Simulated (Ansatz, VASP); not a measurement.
# AlBPN: VASP beside Ansatz, part 2 of 3

One calculation is typed for both programs; each brings its own data sets. How far apart do they land? The cell is generated by rule, not measured, and may not be a known phase. The cell is taken from a series of runs on this material, whose earlier steps may have relaxed, scaled, displaced or heated it; both programs get it as it stands.

VASP 6.6.1 and Ansatz 0.2.0.

So far: Starting point; Ansatz: zone-centre phonons, LDA.

**3. VASP: zone-centre phonons, LDA**

Level of this step: LDA; plane waves and PAW (Al, B, N, P); invented cell (VASP).

The same cell, functional (in two slightly different forms), mesh and smearing now go to VASP, with its own data sets.

Lines of VASP's logs that name or quote its potential files are left out, and so is its time.

INCAR

```
SYSTEM = AlBPN
PREC = Accurate
ENCUT = 600
EDIFF = 1E-08
NELM = 120
ISMEAR = 1
SIGMA = 0.15
LREAL = .FALSE.
ALGO = Normal
GGA = PW92
NBANDS = 24
LORBIT = 11
LWAVE = .FALSE.
LCHARG = .FALSE.
ISIF = 2
IBRION = 8
LASPH = .TRUE.
GGA_COMPAT = .FALSE.
KPAR = 2
```

POSCAR

```
AlBPN
1.0
    2.2381147998      2.2381147998      0.0000000000
   -2.1700482452      2.1700482452      0.0000000000
    0.0000000000      0.0000000000      9.0354674816
Al B N P
2 2 2 2
Direct
    0.0000000000      0.0000000000      0.5384568651
    0.5000000000      0.5000000000      0.7710455580
    0.0000000000      0.0000000000      0.9766086738
    0.5000000000      0.5000000000      0.2284562538
    0.5000000000      0.0000000000      0.6498554086
    0.0000000000      0.5000000000      0.8848558858
    0.5000000000      0.0000000000      0.1018511609
    0.0000000000      0.5000000000      0.3488701939
```

KPOINTS

```
Automatic mesh
0
Gamma
12 12 4
0 0 0
```

PAW data sets: Al, B, N and P (LDA family, release 64).

Launch:

```bash
$ mpirun -np 2 vasp_std
```

Output:

```text
[banner, memory and clock lines left out]
running    2 mpi-ranks, on    1 nodes
 distrk:  each k-point on    1 cores,    2 groups
 distr:  one band on    1 cores,    1 groups

 POSCAR found type information on POSCAR AlB N P
 POSCAR found :  4 types and       8 ions
|                                                                             |
|               ----> ADVICE to this user running VASP <----                  |
|                                                                             |
|     You enforced a specific xc type in the INCAR file but a different       |
|     [... a line on the potential file left out ...]
|     I HOPE YOU KNOW WHAT YOU ARE DOING!                                     |
|                                                                             |

 LDA part: xc-table for (Slater(with rela. corr.)+PW92), standard interpolation
 POSCAR, INCAR and KPOINTS ok, starting setup
 FFT: planning ... GRIDC
 FFT: planning ... GRID_SOFT
 FFT: planning ... GRID
 WAVECAR not read
 entering main loop
       N       E                     dE             d eps       ncg     rms          rms(c)
DAV:   1     0.106418587966E+03    0.10642E+03   -0.15683E+04  7056   0.133E+03
DAV:   2    -0.556861057808E+02   -0.16210E+03   -0.15250E+03  9384   0.226E+02
DAV:   3    -0.644807644886E+02   -0.87947E+01   -0.86955E+01  9392   0.534E+01
DAV:   4    -0.645801361094E+02   -0.99372E-01   -0.99279E-01  8752   0.649E+00
DAV:   5    -0.645817109471E+02   -0.15748E-02   -0.15743E-02  9480   0.754E-01    0.152E+01
DAV:   6    -0.594201192367E+02    0.51616E+01   -0.17729E+01  8816   0.242E+01    0.768E+00
DAV:   7    -0.592055655105E+02    0.21455E+00   -0.13303E+00  8744   0.668E+00    0.377E+00
DAV:   8    -0.591014003251E+02    0.10417E+00   -0.31525E-01  8912   0.338E+00    0.117E+00
DAV:   9    -0.590879381315E+02    0.13462E-01   -0.33898E-02  9496   0.130E+00    0.431E-01
DAV:  10    -0.590880922536E+02   -0.15412E-03   -0.79821E-03  8776   0.522E-01    0.147E-01
DAV:  11    -0.590880641876E+02    0.28066E-04   -0.45163E-04  9216   0.126E-01    0.456E-02
DAV:  12    -0.590880570411E+02    0.71466E-05   -0.92895E-05  9208   0.603E-02    0.210E-02
DAV:  13    -0.590880576778E+02   -0.63674E-06   -0.11767E-05  8992   0.227E-02    0.949E-03
DAV:  14    -0.590880573382E+02    0.33962E-06   -0.14858E-06  9024   0.840E-03    0.332E-03
DAV:  15    -0.590880573376E+02    0.64074E-09   -0.53339E-07  8912   0.434E-03    0.104E-03
DAV:  16    -0.590880573273E+02    0.10230E-07   -0.33794E-08  8288   0.138E-03    0.703E-04
DAV:  17    -0.590880573258E+02    0.15502E-08   -0.14765E-08  5496   0.786E-04
   1 F= -.59088057E+02 E0= -.59088620E+02  d E =0.168917E-02
 Linear response reoptimize wavefunctions to high precision
DAV:   1    -0.590880573257E+02    0.82309E-10   -0.37682E-09  6360   0.375E-04
DAV:   2    -0.590880573258E+02   -0.87766E-10   -0.64456E-10  4848   0.139E-04
 Linear response DOF=          16
 Linear response progress:
  Degree of freedom:   1/ 16
       N       E                     dE             d eps       ncg     rms          rms(c)
RMM:   1    -0.668277050137E-02   -0.66828E-02    0.71134E-03 32246   0.591E-01
RMM:   2    -0.617665548174E-02    0.50612E-03   -0.48925E-04 22667   0.120E-01    0.856E-02
RMM:   3    -0.607357515796E-02    0.10308E-03   -0.11985E-04 23842   0.468E-02    0.461E-02
RMM:   4    -0.609215010323E-02   -0.18575E-04   -0.95625E-05 23344   0.416E-02    0.844E-03
RMM:   5    -0.608105180422E-02    0.11098E-04   -0.29055E-06 24483   0.843E-03    0.145E-03
RMM:   6    -0.608164675647E-02   -0.59495E-06   -0.58935E-08 25162   0.121E-03    0.530E-04
RMM:   7    -0.608044344650E-02    0.12033E-05   -0.15976E-08 25332   0.560E-04    0.928E-05
RMM:   8    -0.608035543127E-02    0.88015E-07   -0.80951E-10 25665   0.111E-04    0.425E-05
RMM:   9    -0.608032413096E-02    0.31300E-07   -0.21462E-09 26066   0.394E-05    0.799E-06
RMM:  10    -0.608032887494E-02   -0.47440E-08   -0.40470E-09 25962   0.832E-06    0.317E-06
 first order change of Fermi-energy  -0.15957E-03
 force on displaced ion       1 direction 1 : -13.037  -3.344  -0.001
 Linear response progress:
  Degree of freedom:   2/ 16
       N       E                     dE             d eps       ncg     rms          rms(c)
RMM:   1    -0.202278159269E-01   -0.20228E-01   -0.14871E-02 20194   0.802E-01
RMM:   2    -0.141228546068E-01    0.61050E-02   -0.20368E-03 11671   0.252E-01    0.124E-01
RMM:   3    -0.138100699373E-01    0.31278E-03   -0.84446E-04 11994   0.116E-01    0.631E-02
RMM:   4    -0.137782207990E-01    0.31849E-04   -0.60278E-05 12631   0.319E-02    0.345E-02
RMM:   5    -0.138005617773E-01   -0.22341E-04   -0.18989E-05 12613   0.192E-02    0.852E-03
RMM:   6    -0.138074626242E-01   -0.69008E-05   -0.89730E-07 12507   0.472E-03    0.220E-03
[...]
force on displaced ion       5 direction 1 : -17.435  -1.545  -0.004
 Linear response progress:
  Degree of freedom:  10/ 16
       N       E                     dE             d eps       ncg     rms          rms(c)
RMM:   1    -0.255648148315E+00   -0.25565E+00    0.24896E-01 13957   0.246E+00
RMM:   2    -0.253941446026E+00    0.17067E-02   -0.46661E-03 11516   0.333E-01    0.186E-01
RMM:   3    -0.253860264562E+00    0.81181E-04   -0.27461E-03 11931   0.198E-01    0.855E-02
[...]
RMM:   4    -0.251009089908E+00   -0.95415E-03   -0.75259E-04 12364   0.103E-01    0.231E-02
RMM:   5    -0.251154149192E+00   -0.14506E-03   -0.15372E-05 12348   0.188E-02    0.829E-03
RMM:   6    -0.251192316726E+00   -0.38168E-04   -0.74648E-07 12705   0.422E-03    0.240E-03
RMM:   7    -0.251188039081E+00    0.42776E-05   -0.14378E-07 12396   0.167E-03    0.665E-04
RMM:   8    -0.251186346444E+00    0.16926E-05   -0.71750E-09 12902   0.419E-04    0.162E-04
RMM:   9    -0.251186707073E+00   -0.36063E-06    0.39320E-09 13111   0.899E-05    0.484E-05
RMM:  10    -0.251186750344E+00   -0.43270E-07    0.71904E-09 12879   0.492E-05    0.952E-06
RMM:  11    -0.251186840400E+00   -0.90056E-07    0.40311E-09 13240   0.181E-05    0.398E-06
RMM:  12    -0.251186845773E+00   -0.53729E-08    0.22648E-08 12858   0.113E-05    0.123E-06
 first order change of Fermi-energy  -0.14295E+01
 force on displaced ion       6 direction 3 :  -0.000   0.000 -20.543
 Linear response progress:
  Degree of freedom:  13/ 16
       N       E                     dE             d eps       ncg     rms          rms(c)
RMM:   1    -0.504599028512E-01   -0.50460E-01   -0.70061E-03 34683   0.121E+00
RMM:   2    -0.449802360111E-01    0.54797E-02   -0.24429E-03 22884   0.255E-01    0.160E-01
RMM:   3    -0.450357880424E-01   -0.55552E-04   -0.15900E-04 24199   0.549E-02    0.885E-02
RMM:   4    -0.453369067582E-01   -0.30112E-03   -0.11575E-04 23745   0.434E-02    0.121E-02
RMM:   5    -0.453015121775E-01    0.35395E-04   -0.49982E-06 24992   0.962E-03    0.500E-03
RMM:   6    -0.452949201605E-01    0.65920E-05   -0.13020E-07 25426   0.171E-03    0.348E-03
RMM:   7    -0.453022142283E-01   -0.72941E-05   -0.97781E-08 25158   0.106E-03    0.395E-04
RMM:   8    -0.453001054401E-01    0.21088E-05   -0.71641E-09 25617   0.296E-04    0.128E-04
RMM:   9    -0.452995640943E-01    0.54135E-06   -0.45434E-08 26058   0.113E-04    0.281E-05
RMM:  10    -0.452995198914E-01    0.44203E-07   -0.76524E-08 26061   0.268E-05    0.110E-05
RMM:  11    -0.452994618340E-01    0.58057E-07   -0.20244E-08 26122   0.148E-05    0.317E-06
RMM:  12    -0.452994646599E-01   -0.28259E-08   -0.37450E-08 24197   0.805E-06    0.221E-06
 first order change of Fermi-energy  -0.43870E-04
 force on displaced ion       7 direction 1 : -20.990   1.569  -0.003
 Linear response progress:
  Degree of freedom:  14/ 16
       N       E                     dE             d eps       ncg     rms          rms(c)
RMM:   1    -0.808174651786E-01   -0.80817E-01    0.18222E-03 17288   0.132E+00
RMM:   2    -0.720638166552E-01    0.87536E-02   -0.33715E-03 11312   0.310E-01    0.188E-01
RMM:   3    -0.717307740807E-01    0.33304E-03   -0.90279E-04 11533   0.118E-01    0.879E-02
RMM:   4    -0.717685863366E-01   -0.37812E-04   -0.10786E-04 12039   0.437E-02    0.305E-02
RMM:   5    -0.718110204985E-01   -0.42434E-04   -0.97975E-06 12312   0.130E-02    0.569E-03
RMM:   6    -0.718320783356E-01   -0.21058E-04   -0.44907E-07 12428   0.318E-03    0.259E-03
RMM:   7    -0.718376158766E-01   -0.55375E-05   -0.80217E-08 12747   0.101E-03    0.725E-04
RMM:   8    -0.718370721292E-01    0.54375E-06   -0.17274E-08 12891   0.376E-04    0.159E-04
RMM:   9    -0.718369955689E-01    0.76560E-07    0.11524E-08 12658   0.168E-04    0.426E-05
RMM:  10    -0.718368095143E-01    0.18605E-06   -0.66986E-09 13118   0.495E-05    0.989E-06
RMM:  11    -0.718368305466E-01   -0.21032E-07   -0.61523E-08 12969   0.170E-05    0.422E-06
RMM:  12    -0.718368234440E-01    0.71027E-08   -0.24819E-09 12350   0.858E-06    0.119E-06
 first order change of Fermi-energy   0.88211E+00
 force on displaced ion       7 direction 3 :  -0.000   0.000 -27.005
 Linear response progress:
  Degree of freedom:  15/ 16
       N       E                     dE             d eps       ncg     rms          rms(c)
RMM:   1    -0.478869956513E-01   -0.47887E-01   -0.23825E-03 33157   0.107E+00
RMM:   2    -0.451951277994E-01    0.26919E-02   -0.17256E-03 22435   0.190E-01    0.137E-01
RMM:   3    -0.453801594153E-01   -0.18503E-03   -0.21464E-04 23792   0.541E-02    0.738E-02
RMM:   4    -0.457752072459E-01   -0.39505E-03   -0.15542E-04 23426   0.436E-02    0.135E-02
RMM:   5    -0.457340789253E-01    0.41128E-04   -0.71880E-06 24789   0.108E-02    0.479E-03
RMM:   6    -0.457343634666E-01   -0.28454E-06   -0.54606E-08 25272   0.141E-03    0.397E-03
RMM:   7    -0.457455223806E-01   -0.11159E-04   -0.18962E-07 25062   0.130E-03    0.596E-04
RMM:   8    -0.457444605498E-01    0.10618E-05    0.66802E-10 25647   0.258E-04    0.236E-04
RMM:   9    -0.457440256863E-01    0.43486E-06    0.15644E-08 26029   0.106E-04    0.547E-05
RMM:  10    -0.457438573424E-01    0.16834E-06   -0.33617E-08 26097   0.368E-05    0.235E-05
RMM:  11    -0.457437550489E-01    0.10229E-06   -0.74909E-08 26119   0.205E-05    0.442E-06
RMM:  12    -0.457437295130E-01    0.25536E-07   -0.73858E-08 25289   0.111E-05    0.168E-06
RMM:  13    -0.457437279018E-01    0.16112E-08   -0.19104E-08 20648   0.772E-06    0.470E-07
 first order change of Fermi-energy   0.43733E-03
 force on displaced ion       8 direction 1 : -14.061  -5.020  -0.001
 Linear response progress:
  Degree of freedom:  16/ 16
       N       E                     dE             d eps       ncg     rms          rms(c)
RMM:   1    -0.790556265763E-01   -0.79056E-01    0.71857E-03 16506   0.120E+00
RMM:   2    -0.733461245767E-01    0.57095E-02   -0.25303E-03 11256   0.255E-01    0.173E-01
RMM:   3    -0.730738023062E-01    0.27232E-03   -0.10702E-03 11433   0.110E-01    0.747E-02
RMM:   4    -0.731813208640E-01   -0.10752E-03   -0.97922E-05 12092   0.355E-02    0.304E-02
RMM:   5    -0.732388833382E-01   -0.57562E-04   -0.98239E-06 12162   0.136E-02    0.635E-03
RMM:   6    -0.732599480069E-01   -0.21065E-04   -0.81211E-07 12325   0.377E-03    0.269E-03
RMM:   7    -0.732577904848E-01    0.21575E-05   -0.92459E-08 12563   0.118E-03    0.648E-04
RMM:   8    -0.732579250076E-01   -0.13452E-06   -0.72047E-09 12848   0.308E-04    0.143E-04
RMM:   9    -0.732583866897E-01   -0.46168E-06   -0.13108E-08 12857   0.122E-04    0.591E-05
RMM:  10    -0.732584808261E-01   -0.94136E-07    0.17443E-08 13064   0.584E-05    0.133E-05
RMM:  11    -0.732584688149E-01    0.12011E-07    0.48117E-08 13089   0.192E-05    0.542E-06
RMM:  12    -0.732584697181E-01   -0.90316E-09    0.48084E-09 12530   0.104E-05    0.135E-06
 first order change of Fermi-energy   0.74400E+00
 force on displaced ion       8 direction 3 :  -0.000   0.000 -23.413
 Linear response finished
```

[end of part 2 of 3]

[Lines on the potential files, build, host, timing and source positions are cut from VASP's logs without a mark.]

[Logs are printed without paths, hosts, clocks, repeated set-up lines and the standing remarks that a program may print on its own settings, such as how far it seeks lower states.]

[Hosts, paths, dates, database ids (printed as entryN), source tags and the programs' standing remarks are cut or masked in the printed files.]
